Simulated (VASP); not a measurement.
A convergence study with VASP on HgSe (zinc blende): a few settings are varied, all else stays as given below, so the limit is that of these other settings.

```xyz
2
Lattice="0.0000 3.0400 3.0400 3.0400 0.0000 3.0400 3.0400 3.0400 0.0000" Properties=species:S:1:pos:R:3 pbc="T T T"
Hg     0.0000     0.0000     0.0000
Se     1.5200     1.5200     1.5200
```

Calculation: PBE GGA, VASP's PBE PAW potentials (set 64) (plane waves; VASP). The last row used: 550 eV cut-off, 14×14×14 Γ-centred mesh, second-order Methfessel-Paxton smearing of 0.40 eV, potentials Hg Se.

| setting | E (eV/atom) | pressure (GPa) | irreducible k-points |
|---|---|---|---|
| ISMEAR = -1, SIGMA = 0.01, 4×4×4 mesh | -1.9712 | 5.34 | 8 |
| ISMEAR = -1, SIGMA = 0.1, 4×4×4 mesh | -1.9724 | 5.34 | 8 |
| ISMEAR = 0, SIGMA = 0.01, 4×4×4 mesh | -1.9711 | 5.34 | 8 |
| ISMEAR = 0, SIGMA = 0.2, 4×4×4 mesh | -1.9722 | 5.34 | 8 |
| ISMEAR = 1, SIGMA = 0.05, 4×4×4 mesh | -1.9712 | 5.34 | 8 |
| ISMEAR = 1, SIGMA = 0.2, 4×4×4 mesh | -1.9718 | 5.34 | 8 |
| ISMEAR = 2, SIGMA = 0.05, 4×4×4 mesh | -1.9712 | 5.34 | 8 |
| ISMEAR = 2, SIGMA = 0.2, 4×4×4 mesh | -1.9716 | 5.34 | 8 |
| ISMEAR = -1, SIGMA = 0.01, 8×8×8 mesh | -2.0051 | 4.96 | 29 |
| ISMEAR = -1, SIGMA = 0.2, 8×8×8 mesh | -2.0036 | 5.00 | 29 |
| ISMEAR = 0, SIGMA = 0.01, 8×8×8 mesh | -2.0051 | 4.96 | 29 |
| ISMEAR = 0, SIGMA = 0.4, 8×8×8 mesh | -2.0048 | 4.98 | 29 |
| ISMEAR = 1, SIGMA = 0.05, 8×8×8 mesh | -2.0051 | 4.96 | 29 |
| ISMEAR = 1, SIGMA = 0.4, 8×8×8 mesh | -2.0051 | 4.94 | 29 |
| ISMEAR = 2, SIGMA = 0.05, 8×8×8 mesh | -2.0051 | 4.96 | 29 |
| ISMEAR = 2, SIGMA = 0.4, 8×8×8 mesh | -2.0049 | 4.96 | 29 |
| ISMEAR = -1, SIGMA = 0.05, 14×14×14 mesh | -2.0059 | 4.95 | 104 |
| ISMEAR = -1, SIGMA = 0.2, 14×14×14 mesh | -2.0043 | 5.00 | 104 |
| ISMEAR = 0, SIGMA = 0.1, 14×14×14 mesh | -2.0059 | 4.95 | 104 |
| ISMEAR = 0, SIGMA = 0.4, 14×14×14 mesh | -2.0055 | 4.97 | 104 |
| ISMEAR = 1, SIGMA = 0.1, 14×14×14 mesh | -2.0059 | 4.95 | 104 |
| ISMEAR = 1, SIGMA = 0.4, 14×14×14 mesh | -2.0059 | 4.93 | 104 |
| ISMEAR = 2, SIGMA = 0.1, 14×14×14 mesh | -2.0059 | 4.95 | 104 |
| ISMEAR = 2, SIGMA = 0.4, 14×14×14 mesh | -2.0058 | 4.95 | 104 |

Left out are rungs that failed or repeat a setting and relaxations that didn't move; long series are thinned to 24 rows.

The compound is HgSe in the zinc blende structure. The cell was not relaxed at this level.
